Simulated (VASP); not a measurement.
# Os4F in VASP: a series of runs, part 2 of 2

VASP 6.6.1. Earlier steps stand in the parts before.

## 4. Single point, LDA (F at 1/8 of the diagonal of the surface cell, 1.73 Å above the top plane)

Input file INCAR:

```
  PREC = Accurate
  ENCUT = 520
  EDIFF = 1E-6
  ISMEAR = 0
  SIGMA = 0.1
  LREAL = False
  LASPH = True
  NELM = 100
  ALGO = Fast
  ISIF = 2
  LWAVE = False
  LCHARG = True
  LDIPOL = True
  IDIPOL = 3
  DIPOL = 0.5 0.5 0.321
  GGA = CA
  LELF = True
  LVHAR = True
  LVACPOTAV = True
  NBANDS = 28
```

Input file KPOINTS:

```
Automatic mesh
0
Gamma
  10 7 1
```

Input file POSCAR:

```
Os4F
1.0
    2.6886344692      0.0000000000      0.0000000000
    0.0000000000      3.8023033306      0.0000000000
    0.0000000000      0.0000000000     20.8491122169
Os F
4 1
Direct
    0.5000000000      0.5000000000      0.1918546919
    0.0000000000      0.0000000000      0.2563330840
    0.5000000000      0.5000000000      0.3210178915
    0.0000000000      0.0000000000      0.3764722514
    0.1250000000      0.1250000000      0.4594494057
```

Run with:

```
$ cat potpaw_LDA.64/Os/POTCAR potpaw_LDA.64/F/POTCAR > POTCAR
$ mpirun -np 1 vasp_std > vasp.out
```

It took 4 min on 1 thread of AMD EPYC 9R45 (Zen 5), shared host; peak memory 0.31 GiB.

The run converged. Its results:

```
Free energy                     : -50.1337 eV
Largest force                   : 2.662 eV/Å
Band gap on the k mesh          : none (metal or under the smearing width)
Work function of the upper face : 7.20 eV
Work function of the lower face : 4.97 eV
```

Forces in eV/Å, atoms in the order of the input:
```
Os   0.098 -0.005  2.015
Os  -0.171 -0.176 -2.651
Os   0.101  0.622 -0.810
Os   0.200 -0.826 -0.333
F   -0.227  0.385  1.777
```

Levels at points of the mesh, in eV from the Fermi level:
| k point | band 17 | band 18 | band 19 | band 20 | band 21 | band 22 | band 23 | band 24 |
| --- | --- | --- | --- | --- | --- | --- | --- | --- |
| (0.00, 0.00, 0.00) | -1.19 | -1.05 | -0.88 | -0.65 | 0.20 | 0.45 | 0.81 | 1.36 |
| (0.50, 0.00, 0.00) | 0.24 | 0.56 | 0.64 | 1.27 | 1.50 | 2.12 | 2.42 | 2.53 |

Caveat: an odd number of electrons without spin polarisation forces a metal; a magnetic or distorted state may lie lower.

## 5. Single point, LDA (F at 1/8 of the diagonal of the surface cell, 2.17 Å above the top plane)

Input file INCAR:

```
PREC = Accurate
ENCUT = 520
EDIFF = 1E-6
ISMEAR = 0
SIGMA = 0.1
LREAL = F
LASPH = T
NELM = 100
ALGO = Fast
ISIF = 2
LWAVE = F
LCHARG = F
LDIPOL = T
IDIPOL = 3
DIPOL = 0.5 0.5 0.325
GGA = CA
NBANDS = 28
```

Input file KPOINTS:

```
regular mesh
0
Gamma
  10 7 1
```

POSCAR, as its differences from that of step 4:

```diff
@@ -12,2 +12,2 @@
     0.0000000000      0.0000000000      0.3764722514
-    0.1250000000      0.1250000000      0.4594494057
+    0.1250000000      0.1250000000      0.4805534218
```

Potentials or basis: VASP PAW LDA potentials, release 64 (Os, F).

Run with:

```
$ cat potpaw_LDA.64/Os/POTCAR potpaw_LDA.64/F/POTCAR > POTCAR
$ mpirun -np 1 vasp_std > vasp.out
```

OUTCAR:

```text
PREC = Accurate
   ENCUT = 520
   EDIFF = 1E-6
   ISMEAR = 0
   LREAL = F
   LASPH = T
   NELM = 100
   ISIF = 2
   GGA = CA

 ion  position               nearest neighbor table
   1  0.500  0.500  0.192-   2 2.69   2 2.69   2 2.69   2 2.69   3 2.69
   2  0.000  0.000  0.256-   4 2.50   1 2.69   1 2.69   1 2.69   1 2.69   3 2.69   3 2.69   3 2.69
                             3 2.69
   3  0.500  0.500  0.321-   4 2.60   4 2.60   4 2.60   4 2.60   2 2.69   2 2.69   2 2.69   2 2.69
                             1 2.69
   4  0.000  0.000  0.376-   5 2.25   2 2.50   3 2.60   3 2.60   3 2.60   3 2.60
   5  0.125  0.125  0.481-   4 2.25

  LATTYP: Found a simple orthorhombic cell.
 ALAT       =     2.6886344692
 B/A-ratio  =     1.4142135624
 C/A-ratio  =     7.7545357897

  Lattice vectors:

 A1 = (   2.6886344692,   0.0000000000,   0.0000000000)
 A2 = (   0.0000000000,   3.8023033306,   0.0000000000)
 A3 = (   0.0000000000,   0.0000000000,  20.8491122169)

Analysis of symmetry for initial positions (statically):
=====================================================================
 Subroutine PRICEL returns:
 Original cell was already a primitive cell.

 Routine SETGRP: Setting up the symmetry group for a
 simple orthorhombic supercell.

 Subroutine GETGRP returns: Found  1 space group operations
 (whereof  1 operations were pure point group operations)
 out of a pool of  8 trial point group operations.

The static configuration has the point symmetry C_1 .

Analysis of symmetry for dynamics (positions and initial velocities):
=====================================================================
 Subroutine PRICEL returns:
 Original cell was already a primitive cell.

 Routine SETGRP: Setting up the symmetry group for a
 simple orthorhombic supercell.

 Subroutine GETGRP returns: Found  1 space group operations
 (whereof  1 operations were pure point group operations)
 out of a pool of  8 trial point group operations.

The dynamic configuration has the point symmetry C_1 .

 Subroutine INISYM returns: Found  1 space group operations
 (whereof  1 operations are pure point group operations),
 and found     1 'primitive' translations

----------------------------------------------------------------------------------------

                                     Primitive cell

  volume of cell :     213.1406

  direct lattice vectors                    reciprocal lattice vectors
     2.688634469  0.000000000  0.000000000     0.371936019  0.000000000  0.000000000
     0.000000000  3.802303331  0.000000000     0.000000000  0.262998481  0.000000000
     0.000000000  0.000000000 20.849112217     0.000000000  0.000000000  0.047963673

  length of vectors
     2.688634469  3.802303331 20.849112217     0.371936019  0.262998481  0.047963673

  position of ions in fractional coordinates (direct lattice)
     0.500000000  0.500000000  0.191854692
     0.000000000  0.000000000  0.256333084
     0.500000000  0.500000000  0.321017891
     0.000000000  0.000000000  0.376472251
     0.125000000  0.125000000  0.480553422

  ion indices of the primitive-cell ions
   primitive index   ion index
                 1           1
                 2           2
                 3           3
                 4           4
                 5           5
[... 55 lines left out ...]
   number of dos      NEDOS =    301   number of ions     NIONS =      5
   total plane-waves  NPLWV =  89600
   dimension x,y,z NGX =    20 NGY =   28 NGZ =  160
   dimension x,y,z NGXF=    40 NGYF=   56 NGZF=  320
   ions per type =               4   1
   NGX,Y,Z   is equivalent  to a cutoff of  12.37, 12.24, 12.76 a.u.
   NGXF,Y,Z  is equivalent  to a cutoff of  24.73, 24.48, 25.52 a.u.
 SYSTEM =  unknown system
   PREC   = accura    normal or accurate (medium, high low for compatibility)
   ISTART =      0    job   : 0-new  1-cont  2-samecut
   ICHARG =      2    charge: 1-file 2-atom 10-const
   ISPIN  =      1    spin polarized calculation?
   LNONCOLLINEAR =      F non collinear calculations
   LSORBIT =      F    spin-orbit coupling
   LASPH  =      T    aspherical Exc in radial PAW
   ENCUT  =  520.0 eV  38.22 Ry    6.18 a.u.   5.00  7.07 38.77*2*pi/ulx,y,z
   NELM   =    100;   NELMIN=  2; NELMDL= -5     # of ELM steps
   EDIFF  = 0.1E-05   stopping-criterion for ELM
   LREAL  =      F    real-space projection
   EDIFFG = 0.1E-04   stopping-criterion for IOM
   NSW    =      0    number of steps for IOM
   IBRION =     -1    ionic relax: 0-MD 1-quasi-New 2-CG
   NFREE  =      0    steps in history (QN), initial steepest desc. (CG)
   ISIF   =      2    stress and relaxation
   ISYM   =      2    0-nonsym 1-usesym 2-fastsym
   POTIM  = 0.5000    time-step for ionic-motion
   TEBEG  =    0.0;   TEEND  =   0.0 temperature during run
   PSTRESS=    0.0 pullay stress
   NELECT =      39.0000    total number of electrons
   NUPDOWN=      -1.0000    fix difference up-down
   EMIN   =  10.00;   EMAX   =-10.00  energy-range for DOS
   EFERMI =   0.00;   METHOD = LEGACY
   ISMEAR =     0;   SIGMA  =   0.10  broadening in eV -4-tet -1-fermi 0-gaus
   EFERMI_NEDOS =   21; number of points for ismear=-14 and -15
   IALGO  =     68    algorithm
   IMIX   =      4    mixing-type and parameters
     AMIX     =   0.40;   BMIX     =  1.00
     AMIX_MAG =   1.60;   BMIX_MAG =  1.00
  volume/ion in A,a.u.               =      42.63       287.67
  Fermi-wavevector in a.u.,A,eV,Ry     =   0.929411  1.756332 11.752770  0.863804
  Thomas-Fermi vector in A             =   2.055691
   LORBIT       =      0    0 simple, 1 ext, 2 COOP (PROOUT), +10 PAW based schemes
   GGA     = CA    functional components
   LHFCALC =     F    Hartree Fock is set to
   AEXX    =    0.0000 exact exchange contribution
   IVDW    =     0    specifies the selected vdW correction
   LEPSILON=     F    determine dielectric tensor
   LRPA    =     F    only Hartree local field effects (RPA)
 non-spin polarized calculation
 RMM-DIIS sequential band-by-band and
 Gauss-broadening in eV      SIGMA  =   0.10
  energy-cutoff  :      520.00
  volume of cell :      213.14
 maximum number of plane-waves:      5788
 NGX is ok and might be reduce to    20

 dipolmoment           0.000000      0.000000     -0.023135 electrons x Angstroem

 number of electron      38.9999986 magnetization

 dipolmoment           0.000000      0.000000      0.278209 electrons x Angstroem

 Free energy of the ion-electron system (eV)
  ---------------------------------------------------
  ext. energy  EPLUGINS =         0.00000000
  ---------------------------------------------------
  free energy    TOTEN  =       -49.12533302 eV

  energy without entropy =      -49.09395873  energy(sigma->0) =      -49.10964587

 E-fermi :  -2.7610     XC(G=0):  -5.2810

 val. band max:       -2.7615921583   @ k =   0.4000  -0.2857   0.0000
 cond. band min:      -2.7570185080   @ k =   0.3000   0.1429   0.0000
 fundamental gap:      0.0045736504
 Fermi energy:        -2.7609591649

 k-point     1 :       0.0000    0.0000    0.0000
  band No.  band energies     occupation
      1     -22.7861      2.00000
      2     -12.5412      2.00000
      3     -10.0127      2.00000
      4      -9.6130      2.00000
      5      -8.6128      2.00000
      6      -8.2226      2.00000
[... 733 lines left out ...]
     27       3.0490      0.00000
     28       3.4858      0.00000

 [... further k-points ...]

------------------------ aborting loop because EDIFF is reached ----------------------------------------

 vacuum level on the upper side and lower side of the slab       (xc-potential included)         2.389        -2.582

  FORCE on cell =-STRESS in cart. coord.  units (eV):
  Direction    XX          YY          ZZ          XY          YZ          ZX
  --------------------------------------------------------------------------------------
  -------------------------------------------------------------------------------------
  Total       -6.1705716     -5.9606205    -10.1783798     -0.3494259     -1.9304145     -1.5296695
  in kB      -46.3841807    -44.8059786    -76.5108711     -2.6266341    -14.5109237    -11.4985244
  external PRESSURE =     -55.9003434 kB  Pullay stress =       0.0000000 kB

 VOLUME and BASIS-vectors are now :
 -----------------------------------------------------------------------------
  energy-cutoff  :      520.00
  volume of cell :      213.14
      direct lattice vectors                 reciprocal lattice vectors
     2.688634469  0.000000000  0.000000000     0.371936019  0.000000000  0.000000000
     0.000000000  3.802303331  0.000000000     0.000000000  0.262998481  0.000000000
     0.000000000  0.000000000 20.849112217     0.000000000  0.000000000  0.047963673

 POSITION                                       TOTAL-FORCE (eV/Angst)
 -----------------------------------------------------------------------------------
      1.34432      1.90115      4.00000         0.047023     -0.006792      2.017443
      0.00000      0.00000      5.34432        -0.078948     -0.076493     -2.329615
      1.34432      1.90115      6.69294         0.031512      0.327327     -0.569897
      0.00000      0.00000      7.84911         0.695707      0.573892      4.948002
      0.33608      0.47529     10.01911        -0.695294     -0.817934     -4.065932
 -----------------------------------------------------------------------------------
    total drift:                                0.000529      0.000735      0.011448

  FREE ENERGIE OF THE ION-ELECTRON SYSTEM (eV)
  ---------------------------------------------------
  free  energy   TOTEN  =       -49.1253330193 eV

  energy  without entropy=      -49.0939587285  energy(sigma->0) =      -49.10964587

 vacuum level on the upper side and lower side of the slab         7.149         2.084
```

Run time: 6.5 min. Hardware: 1 thread of AMD EPYC 9R45 (Zen 5), shared host; peak memory 0.31 GiB.

What came out:

| Property | Result |
| --- | --- |
| Free energy | -49.1253 eV |
| Largest force | 5.030 eV/Å |
| Band gap on the k mesh | none (metal or under the smearing width) |

Forces on the atoms (eV/Å):
```
Os   0.047 -0.007  2.017
Os  -0.079 -0.076 -2.330
Os   0.032  0.327 -0.570
Os   0.696  0.574  4.948
F   -0.695 -0.818 -4.066
```

Caveat: an odd number of electrons without spin polarisation forces a metal; a magnetic or distorted state may lie lower.

## 6. Overview

| cell | gap on the mesh (eV) | largest force (eV/Å) | work function (eV) |
| --- | --- | --- | --- |
| F at 4/8 of the diagonal of the surface cell, 0.41 Å above the top plane | none | 27.64 | - |
| F at 1/8 of the diagonal of the surface cell, 3.77 Å above the top plane | none | 2.01 | 11.23 |
| F at 1/8 of the diagonal of the surface cell, 1.73 Å above the top plane | none | 2.66 | 7.20 |
| F at 1/8 of the diagonal of the surface cell, 2.17 Å above the top plane | none | 5.03 | - |

Some of these runs hold the atoms at other places in the same cell, which the table doesn't show; runs alike in all that it shows share one row.

Alike in all rows: task single point; level LDA; potentials or basis VASP PAW LDA potentials, release 64 (Os, F); no spin polarisation; k mesh 10 × 7 × 1; cutoff (eV) 520; smearing gaussian 0.1 eV.

Caveats: an odd number of electrons without spin polarisation forces a metal; a magnetic or distorted state may lie lower.

Absolute energies hang on the potentials; compare differences alone.
